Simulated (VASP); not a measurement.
# Sr2Mo (P-3m1) in VASP: further runs

One crystal, Sr2Mo, is run at these levels: PBE; tasks: single point, relaxation of cell and atoms.

Program: VASP 6.6.1. These are calculated values, not measurements. Logs are shortened: lines on timing, memory, paths and dates and some standing lists are left out, and cuts for length are marked.

### 1 The structure

It takes space group P-3m1 (No. 164, trigonal). The conventional cell has a = 3.568 Å, b = 3.568 Å, c = 8.752 Å, α = 90.00°, β = 90.00°, γ = 120.00°. Around Sr (site symmetry 3m) lie 3 Mo at 3.19 Å and 6 Sr at 3.57 Å. Mo (site symmetry -3m) is surrounded by 6 Sr at 3.19 Å and 6 Mo at 3.57 Å.

The cell was built by a generator and needn't be a form met in nature.

### 2 Single point, PBE

INCAR reads:

```
PREC = Accurate
ENCUT = 520
EDIFF = 1E-6
ISMEAR = 0
SIGMA = 0.1
LREAL = False
LASPH = True
NELM = 100
ALGO = Fast
ISIF = 2
LWAVE = False
LCHARG = False
GGA = PE
NBANDS = 24
```

KPOINTS reads:

```
regular mesh
0
Gamma
  15 15 6
```

POSCAR reads:

```
Sr2Mo
1.0
    3.5684232689      0.0000000000      0.0000000000
   -1.7842116344      3.0903452023      0.0000000000
    0.0000000000      0.0000000000      8.7519570925
Sr Mo
2 1
Direct
    0.6666666667      0.3333333333      0.7209740588
    0.3333333333      0.6666666667      0.2790259412
    0.0000000000      0.0000000000      0.0000000000
```

Potentials or basis: VASP PAW PBE potentials, release 64 (Sr_sv, Mo_sv).

On the command line:

```bash
cat potpaw_PBE.64/Sr_sv/POTCAR potpaw_PBE.64/Mo_sv/POTCAR > POTCAR
mpirun -np 1 vasp_std > vasp.out
```

OUTCAR:

```text
PREC = Accurate
   ENCUT = 520
   EDIFF = 1E-6
   ISMEAR = 0
   LREAL = False
   LASPH = True
   NELM = 100
   ISIF = 2
   GGA = PE

 ion  position               nearest neighbor table
   1  0.667  0.333  0.721-   3 3.19   3 3.19   3 3.19   2 4.38   2 4.38   2 4.38
   2  0.333  0.667  0.279-   3 3.19   3 3.19   3 3.19   1 4.38   1 4.38   1 4.38
   3  0.000  0.000  0.000-   1 3.19   2 3.19   2 3.19   1 3.19   1 3.19   2 3.19

  LATTYP: Found a hexagonal cell.
 ALAT       =     3.5684232689
 C/A-ratio  =     2.4526118212

  Lattice vectors:

 A1 = (   3.5684232689,   0.0000000000,   0.0000000000)
 A2 = (  -1.7842116344,   3.0903452023,   0.0000000000)
 A3 = (   0.0000000000,   0.0000000000,   8.7519570925)

Analysis of symmetry for initial positions (statically):
=====================================================================
 Subroutine PRICEL returns:
 Original cell was already a primitive cell.

 Routine SETGRP: Setting up the symmetry group for a
 hexagonal supercell.

 Subroutine GETGRP returns: Found 12 space group operations
 (whereof 12 operations were pure point group operations)
 out of a pool of 24 trial point group operations.

The static configuration has the point symmetry D_3d.

Analysis of symmetry for dynamics (positions and initial velocities):
=====================================================================
 Subroutine PRICEL returns:
 Original cell was already a primitive cell.

 Routine SETGRP: Setting up the symmetry group for a
 hexagonal supercell.

 Subroutine GETGRP returns: Found 12 space group operations
 (whereof 12 operations were pure point group operations)
 out of a pool of 24 trial point group operations.

The dynamic configuration has the point symmetry D_3d.

 Subroutine INISYM returns: Found 12 space group operations
 (whereof 12 operations are pure point group operations),
 and found     1 'primitive' translations

----------------------------------------------------------------------------------------

                                     Primitive cell

  volume of cell :      96.5136

  direct lattice vectors                    reciprocal lattice vectors
     3.568423269  0.000000000  0.000000000     0.280235814  0.161794223  0.000000000
    -1.784211634  3.090345202  0.000000000     0.000000000  0.323588445  0.000000000
     0.000000000  0.000000000  8.751957092     0.000000000  0.000000000  0.114260158

  length of vectors
     3.568423269  3.568423269  8.751957092     0.323588445  0.323588445  0.114260158

  position of ions in fractional coordinates (direct lattice)
     0.666666667  0.333333333  0.720974059
     0.333333333  0.666666667  0.279025941
     0.000000000  0.000000000  0.000000000

  ion indices of the primitive-cell ions
   primitive index   ion index
                 1           1
                 2           2
                 3           3

----------------------------------------------------------------------------------------

 KPOINTS: regular mesh

Automatic generation of k-mesh.
 Grid dimensions read from file:
 generate k-points for:   15   15    6

 Generating k-lattice:

  Cartesian coordinates                     Fractional coordinates (reciprocal lattice)
     0.018682388  0.010786282  0.000000000     0.066666667  0.000000000  0.000000000
     0.000000000  0.021572563  0.000000000     0.000000000  0.066666667  0.000000000
     0.000000000  0.000000000  0.019043360     0.000000000  0.000000000  0.166666667

  Length of vectors
     0.021572563  0.021572563  0.019043360

  Shift w.r.t. Gamma in fractional coordinates (k-lattice)
     0.000000000  0.000000000  0.000000000

 Subroutine IBZKPT returns following result:
 ===========================================

 Found    146 irreducible k-points:

 Following reciprocal coordinates:
            Coordinates               Weight
  0.000000  0.000000  0.000000      1.000000
  0.066667  0.000000  0.000000      6.000000
  0.133333  0.000000  0.000000      6.000000
  0.200000  0.000000  0.000000      6.000000
  0.266667  0.000000  0.000000      6.000000
  0.333333  0.000000  0.000000      6.000000
[... 16 lines left out ...]
  0.333333  0.200000  0.000000     12.000000
  0.400000  0.200000  0.000000      6.000000
 [... further k-points ...]
   k-points           NKPTS =    146   k-points in BZ     NKDIM =    146   number of bands    NBANDS=     24
   number of dos      NEDOS =    301   number of ions     NIONS =      3
   total plane-waves  NPLWV =  54880
   dimension x,y,z NGX =    28 NGY =   28 NGZ =   70
   dimension x,y,z NGXF=    56 NGYF=   56 NGZF=  140
   ions per type =               2   1
   NGX,Y,Z   is equivalent  to a cutoff of  13.04, 13.04, 13.30 a.u.
   NGXF,Y,Z  is equivalent  to a cutoff of  26.09, 26.09, 26.59 a.u.
 SYSTEM =  unknown system
   PREC   = accura    normal or accurate (medium, high low for compatibility)
   ISTART =      0    job   : 0-new  1-cont  2-samecut
   ICHARG =      2    charge: 1-file 2-atom 10-const
   ISPIN  =      1    spin polarized calculation?
   LNONCOLLINEAR =      F non collinear calculations
   LSORBIT =      F    spin-orbit coupling
   LASPH  =      T    aspherical Exc in radial PAW
   ENCUT  =  520.0 eV  38.22 Ry    6.18 a.u.   6.63  6.63 16.27*2*pi/ulx,y,z
   NELM   =    100;   NELMIN=  2; NELMDL= -5     # of ELM steps
   EDIFF  = 0.1E-05   stopping-criterion for ELM
   LREAL  =      F    real-space projection
[... 7 lines left out ...]
   TEBEG  =    0.0;   TEEND  =   0.0 temperature during run
   PSTRESS=    0.0 pullay stress
   NELECT =      34.0000    total number of electrons
   NUPDOWN=      -1.0000    fix difference up-down
   EMIN   =  10.00;   EMAX   =-10.00  energy-range for DOS
   EFERMI =   0.00;   METHOD = LEGACY
   ISMEAR =     0;   SIGMA  =   0.10  broadening in eV -4-tet -1-fermi 0-gaus
   EFERMI_NEDOS =   21; number of points for ismear=-14 and -15
   IALGO  =     68    algorithm
   IMIX   =      4    mixing-type and parameters
     AMIX     =   0.40;   BMIX     =  1.00
     AMIX_MAG =   1.60;   BMIX_MAG =  1.00
  volume/ion in A,a.u.               =      32.17       217.10
  Fermi-wavevector in a.u.,A,eV,Ry     =   1.156214  2.184928 18.188693  1.336831
  Thomas-Fermi vector in A             =   2.292836
   LORBIT       =      0    0 simple, 1 ext, 2 COOP (PROOUT), +10 PAW based schemes
   GGA     = PE    functional components
   LHFCALC =     F    Hartree Fock is set to
   AEXX    =    0.0000 exact exchange contribution
   IVDW    =     0    specifies the selected vdW correction
   LEPSILON=     F    determine dielectric tensor
   LRPA    =     F    only Hartree local field effects (RPA)
 non-spin polarized calculation
 RMM-DIIS sequential band-by-band and
 Gauss-broadening in eV      SIGMA  =   0.10
  energy-cutoff  :      520.00
  volume of cell :       96.51
 maximum number of plane-waves:      2642
 NGX is ok and might be reduce to    28
   NGX = 13   NGY = 13   NGZ = 33

 number of electron      34.0000001 magnetization

 Free energy of the ion-electron system (eV)
  ---------------------------------------------------
  ext. energy  EPLUGINS =         0.00000000
  ---------------------------------------------------
  free energy    TOTEN  =       -10.73405934 eV

  energy without entropy =      -10.71244620  energy(sigma->0) =      -10.72325277

 E-fermi :   3.8699     XC(G=0):  -9.2386

 val. band max:        3.8601975238   @ k =   0.0667   0.0667   0.5000
 cond. band min:       3.8740535793   @ k =   0.3333   0.0667   0.5000
 fundamental gap:      0.0138560555
 Fermi energy:         3.8698931077

 k-point     1 :       0.0000    0.0000    0.0000
  band No.  band energies     occupation
      1     -56.7419      2.00000
      2     -31.6951      2.00000
      3     -31.6803      2.00000
      4     -30.7771      2.00000
      5     -30.7771      2.00000
      6     -30.7424      2.00000
[... 16 lines left out ...]
     23       7.1532      0.00000
     24       7.1532      0.00000

 k-point     2 :       0.0667    0.0000    0.0000
  band No.  band energies     occupation
      1     -56.7416      2.00000
      2     -31.6904      2.00000
      3     -31.6764      2.00000
      4     -30.7806      2.00000
      5     -30.7780      2.00000
      6     -30.7426      2.00000
[... 16 lines left out ...]
     23       7.0128      0.00000
     24       7.2614      0.00000

 k-point     3 :       0.1333    0.0000    0.0000
  band No.  band energies     occupation
      1     -56.7408      2.00000
      2     -31.6769      2.00000
      3     -31.6653      2.00000
      4     -30.7907      2.00000
      5     -30.7808      2.00000
      6     -30.7434      2.00000
[... 16 lines left out ...]
     23       6.7170      0.00000
     24       7.4571      0.00000

 k-point     4 :       0.2000    0.0000    0.0000
  band No.  band energies     occupation
      1     -56.7396      2.00000
      2     -31.6569      2.00000
      3     -31.6488      2.00000
      4     -30.8055      2.00000
      5     -30.7849      2.00000
      6     -30.7446      2.00000
[... 16 lines left out ...]
     23       6.5471      0.00000
     24       7.2587      0.00000

 k-point     5 :       0.2667    0.0000    0.0000
  band No.  band energies     occupation
      1     -56.7382      2.00000
      2     -31.6345      2.00000
      3     -31.6291      2.00000
      4     -30.8223      2.00000
      5     -30.7895      2.00000
      6     -30.7462      2.00000
[... 16 lines left out ...]
     23       6.3588      0.00000
     24       7.3817      0.00000

 k-point     6 :       0.3333    0.0000    0.0000
  band No.  band energies     occupation
      1     -56.7369      2.00000
      2     -31.6147      2.00000
      3     -31.6082      2.00000
      4     -30.8381      2.00000
      5     -30.7940      2.00000
      6     -30.7479      2.00000
[... 16 lines left out ...]
     23       6.0668      0.00000
     24       7.7584      0.00000
[... 379 lines left out ...]
 k-point    21 :       0.2000    0.2000    0.0000
  band No.  band energies     occupation
      1     -56.7366      2.00000
      2     -31.6069      2.00000
      3     -31.6062      2.00000
      4     -30.8348      2.00000
      5     -30.8023      2.00000
      6     -30.7484      2.00000
[... 16 lines left out ...]
     23       6.6562      0.00000
     24       6.9784      0.00000

 k-point    22 :       0.2667    0.2000    0.0000
  band No.  band energies     occupation
      1     -56.7356      2.00000
      2     -31.5933      2.00000
      3     -31.5896      2.00000
      4     -30.8425      2.00000
      5     -30.8095      2.00000
      6     -30.7498      2.00000
[... 16 lines left out ...]
     23       6.5074      0.00000
     24       7.1753      0.00000

 k-point    23 :       0.3333    0.2000    0.0000
  band No.  band energies     occupation
      1     -56.7349      2.00000
      2     -31.5841      2.00000
      3     -31.5782      2.00000
      4     -30.8474      2.00000
      5     -30.8147      2.00000
      6     -30.7509      2.00000
[... 16 lines left out ...]
     23       6.5749      0.00000
     24       7.0673      0.00000

 k-point    24 :       0.4000    0.2000    0.0000
  band No.  band energies     occupation
      1     -56.7347      2.00000
      2     -31.5808      2.00000
      3     -31.5742      2.00000
      4     -30.8490      2.00000
      5     -30.8166      2.00000
      6     -30.7513      2.00000
[... 16 lines left out ...]
     23       6.6685      0.00000
     24       7.1479      0.00000

 [... further k-points ...]
[... 5 lines left out ...]
  --------------------------------------------------------------------------------------
  -------------------------------------------------------------------------------------
  Total        0.0646844      0.0646844      0.0853712      0.0000000      0.0000000      0.0000000
  in kB        1.0737953      1.0737953      1.4172075      0.0000000      0.0000000      0.0000000
  external PRESSURE =       1.1882660 kB  Pullay stress =       0.0000000 kB

 VOLUME and BASIS-vectors are now :
 -----------------------------------------------------------------------------
  energy-cutoff  :      520.00
  volume of cell :       96.51
      direct lattice vectors                 reciprocal lattice vectors
     3.568423269  0.000000000  0.000000000     0.280235814  0.161794223  0.000000000
    -1.784211634  3.090345202  0.000000000     0.000000000  0.323588445  0.000000000
     0.000000000  0.000000000  8.751957092     0.000000000  0.000000000  0.114260158

 POSITION                                       TOTAL-FORCE (eV/Angst)
 -----------------------------------------------------------------------------------
      1.78421      1.03012      6.30993        -0.000000      0.000000     -0.013183
     -0.00000      2.06023      2.44202         0.000000     -0.000000      0.013183
      0.00000      0.00000      0.00000        -0.000000      0.000000      0.000000
 -----------------------------------------------------------------------------------
    total drift:                               -0.000000      0.000000     -0.000000

  FREE ENERGIE OF THE ION-ELECTRON SYSTEM (eV)
  ---------------------------------------------------
  free  energy   TOTEN  =       -10.7340593394 eV

  energy  without entropy=      -10.7124462004  energy(sigma->0) =      -10.72325277
```

It took 5.5 min on 1 thread of AMD EPYC 9R45 (Zen 5), shared host; peak memory 0.42 GiB.

Results:

```yaml
Free_energy: -10.7341 eV
Pressure: 0.1 GPa
Largest_force: 0.013 eV/Å
Band_gap_on_the_k_mesh: none (metal or under the smearing width)
```

Forces in eV/Å, atoms in the order of the input:
```
Sr   0.000  0.000 -0.013
Sr   0.000  0.000  0.013
Mo   0.000  0.000  0.000
```

Levels at points of the mesh, in eV from the Fermi level:
| k point | band 14 | band 15 | band 16 | band 17 | band 18 | band 19 | band 20 | band 21 |
| --- | --- | --- | --- | --- | --- | --- | --- | --- |
| (0.00, 0.00, 0.00) | -2.26 | -1.99 | -0.51 | -0.17 | -0.17 | 0.33 | 0.33 | 2.04 |
| (0.00, 0.00, 0.50) | -3.18 | -1.94 | -0.17 | -0.17 | 0.34 | 0.34 | 0.45 | 1.33 |

### 3 Single point, PBE

This run uses another cell than the first one, of 32.45 Å³/atom, 1.009 times its volume.

INCAR reads:

```
SYSTEM = Sr2Mo
PREC     = Accurate       ! precision mode
ENCUT    = 520            ! plane-wave cutoff, eV
EDIFF    = 1E-6           ! SCF threshold, eV
ISMEAR   = 0              ! smearing method
SIGMA    = 0.1            ! smearing width, eV
LREAL    = .False.        ! projectors in reciprocal space
LASPH    = .True.         ! aspherical terms in the spheres
NELM     = 100            ! most SCF steps
ALGO     = Normal         ! electronic algorithm
ISIF     = 2              ! what is computed and relaxed
LWAVE    = .False.        ! write WAVECAR
LCHARG   = .False.        ! write CHGCAR
GGA      = PE             ! functional
NBANDS   = 24             ! bands
```

KPOINTS reads:

```
Automatic mesh
0
Gamma
  6 6 2
  0 0 0
```

POSCAR reads:

```
Sr2Mo
1.0
    3.5772018644      0.0000000000      0.0000000000
   -1.7886009322      3.0979476890      0.0000000000
    0.0000000000      0.0000000000      8.7833414368
Sr Mo
2 1
Direct
    0.6666666667      0.3333333333      0.7222976288
    0.3333333333      0.6666666667      0.2777023712
    0.0000000000      0.0000000000      0.0000000000
```

Potentials or basis: VASP PAW PBE potentials, release 64 (Sr_sv, Mo_sv).

On the command line:

```bash
cat potpaw_PBE.64/Sr_sv/POTCAR potpaw_PBE.64/Mo_sv/POTCAR > POTCAR
mpirun -np 1 vasp_std > vasp.out
```

It took 37 s on 1 thread of Intel Xeon Platinum 8259CL at 2.50GHz (Skylake/Cascade Lake), shared host; peak memory 0.24 GiB.

Results (log left out):

```yaml
Free_energy: -10.7549 eV
Pressure: 0.0 GPa
Largest_force: 0.025 eV/Å
Band_gap_on_the_k_mesh: none (metal or under the smearing width)
```

Forces in eV/Å, atoms in the order of the input:
```
Sr   0.000  0.000 -0.025
Sr   0.000  0.000  0.025
Mo   0.000  0.000  0.000
```

Stress tensor (GPa, compression positive):
```
 0.03  0.00  0.00
 0.00  0.03  0.00
 0.00  0.00 -0.11
```

Levels at points of the mesh, in eV from the Fermi level:
| k point | band 15 | band 16 | band 17 | band 18 | band 19 | band 20 |
| --- | --- | --- | --- | --- | --- | --- |
| (0.00, 0.00, 0.00) | -1.99 | -0.53 | -0.19 | -0.19 | 0.32 | 0.32 |
| (0.50, 0.00, 0.00) | -1.21 | -0.69 | 0.05 | 0.51 | 0.54 | 1.52 |
| (0.00, 0.00, 0.50) | -1.93 | -0.19 | -0.19 | 0.32 | 0.32 | 0.42 |
| (0.50, 0.00, 0.50) | -1.12 | -0.71 | 0.03 | 0.30 | 1.07 | 1.22 |

### 4 Relaxation of cell and atoms, PBE

This run uses another cell than the first one, of 42.90 Å³/atom, 1.334 times its volume.

INCAR reads:

```
PREC = Accurate
ENCUT = 600
EDIFF = 1E-6
ISMEAR = 0
SIGMA = 0.1
LREAL = False
LASPH = True
NELM = 100
ALGO = Fast
ISIF = 3
LWAVE = False
LCHARG = False
GGA = PE
IBRION = 2
NSW = 90
EDIFFG = -0.04
```

KPOINTS reads:

```
regular mesh
0
Gamma
  6 6 2
```

POSCAR reads:

```
Sr2Mo
1.0
    4.0663141000      0.0000000000      0.0000000000
   -2.0331570500      3.5215313100      0.0000000000
    0.0000000000      0.0000000000      8.9879125200
Sr Mo
2 1
Direct
    0.6666666700      0.3333333300      0.6931391900
    0.3333333300      0.6666666700      0.3068608100
    0.0000000000      0.0000000000      0.0000000000
```

On the command line:

```bash
cat potpaw_PBE.64/Sr_sv/POTCAR potpaw_PBE.64/Mo_sv/POTCAR > POTCAR
mpirun -np 1 vasp_std > vasp.out
```

It took 11 min on 1 thread of Intel Xeon Platinum 8259CL at 2.50GHz (Skylake/Cascade Lake), shared host; peak memory 0.3 GiB.

The run converged. Its results:

| Property | Result |
| --- | --- |
| Free energy | -10.7577 eV |
| Relaxed volume | 32.20 Å³/atom |
| Relaxed cell | a = 3.570 Å, b = 3.570 Å, c = 8.754 Å, α = 90.00°, β = 90.00°, γ = 120.00° |
| Space group after relaxing (to 0.05 Å) | P-3m1 (No. 164) |
| Energy gained by relaxing | 349.7 meV/atom |
| Ionic steps | 12 |
| Pressure after relaxing | 0.2 GPa |
| Largest force after relaxing | 0.020 eV/Å |
| Band gap on the k mesh | none (metal or under the smearing width) |

Forces in eV/Å, atoms in the order of the input:
```
Sr   0.000  0.000 -0.020
Sr   0.000  0.000  0.020
Mo   0.000  0.000  0.000
```

Step by step:
```
step  energy change (eV)  largest force (eV/Å)  pressure (GPa)  volume (Å³)
   1              0.0000                1.0967           -5.34       128.70
   2             -0.7708                0.8966           -2.42       103.85
   3             -0.8867                0.6540            0.35        93.98
   4             -0.8874                0.6143            0.83        92.81
   5             -0.9853                0.3932            0.86        92.28
   6             -1.0125                0.2312            1.00        91.69
   7             -1.0323                0.2428           -0.03        94.98
   8             -1.0347                0.2472           -0.46        96.56
   9             -1.0452                0.1109           -0.12        96.65
  10             -1.0458                0.0659           -0.01        96.68
  11             -1.0483                0.0295            0.06        96.65
  12             -1.0490                0.0203            0.17        96.60
```

Final structure:
```
Sr Mo
1.0
     3.56961    0.00000    0.00000
    -1.78480    3.09137    0.00000
     0.00000    0.00000    8.75384
Sr Mo
2 1
Cartesian
  1.7848 1.0305 6.3156
  0.0000 2.0609 2.4383
  0.0000 0.0000 0.0000
```

Levels at points of the mesh, in eV from the Fermi level:
| k point | band 15 | band 16 | band 17 | band 18 | band 19 | band 20 |
| --- | --- | --- | --- | --- | --- | --- |
| (0.00, 0.00, 0.00) | -1.99 | -0.52 | -0.20 | -0.20 | 0.32 | 0.32 |
| (0.50, 0.00, 0.00) | -1.23 | -0.70 | 0.05 | 0.50 | 0.53 | 1.52 |
| (0.00, 0.00, 0.50) | -1.94 | -0.19 | -0.19 | 0.33 | 0.33 | 0.44 |
| (0.50, 0.00, 0.50) | -1.13 | -0.72 | 0.03 | 0.28 | 1.08 | 1.23 |

Caveat: the volume moved by over 15 % at a fixed basis, so the end points are rough.

### 5 Summary

```tsv
task	cell	k mesh	cutoff (eV)	gap on the mesh (eV)	pressure (GPa)	largest force (eV/Å)
single point	P-3m1, 32.17 Å³/atom	15 × 15 × 6	520	none	0.1	0.01
single point	P-3m1, 32.45 Å³/atom	6 × 6 × 2	520	none	0.0	0.03
relaxation of cell and atoms	relaxed	6 × 6 × 2	600	none	0.2	0.02
```

Alike in all rows: level PBE; potentials or basis VASP PAW PBE potentials, release 64 (Sr_sv, Mo_sv); no spin polarisation; smearing gaussian 0.1 eV.

Caveats: the volume moved by over 15 % at a fixed basis, so the end points are rough (some runs).

Absolute energies hang on the potentials; compare differences alone.
